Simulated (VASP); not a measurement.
Cost and result of VASP (PAW) for the bulk modulus of Nb (bcc). Static lattice, third-order Birch-Murnaghan fit over five volumes. The cost counts the five points of the equation of state, each on the mesh and cut-off of its row, so the ratios hold those differences too. With PBE it took about 3 core-minutes. Costs are core time on shared hosts, one run each; read them as rough ratios.

Measured: 173 GPa at 0 K (as given by Daniel Mejia-Rodriguez et al., Physical Review B (2018), arXiv:1807.09216; 0 K value with the zero-point phonon effect removed).

```csv
level,k-mesh,cut-off (eV),bulk modulus (GPa),error (%),cost over PBE
LDA,16×16×16,520,199,+14.8,within a factor of 2
PBE,15×15×15,520,173,+0.1,reference
PBEsol,16×16×16,520,185,+7.0,within a factor of 2
r2SCAN,15×15×15,520,___,___,___
SCAN,15×15×15,520,___,___,___
```

Task: Some entries are withheld; supply them.

Result: 
- r2SCAN, bulk modulus (GPa): 174
- r2SCAN, error (%): +0.2
- r2SCAN, cost over PBE: about 6 times
- SCAN, bulk modulus (GPa): 181
- SCAN, error (%): +4.6
- SCAN, cost over PBE: about 7 times

Left out are levels that failed, ran on another kind of processor or have no fit band path; at most nine are shown.

The compound is Nb in the bcc structure.
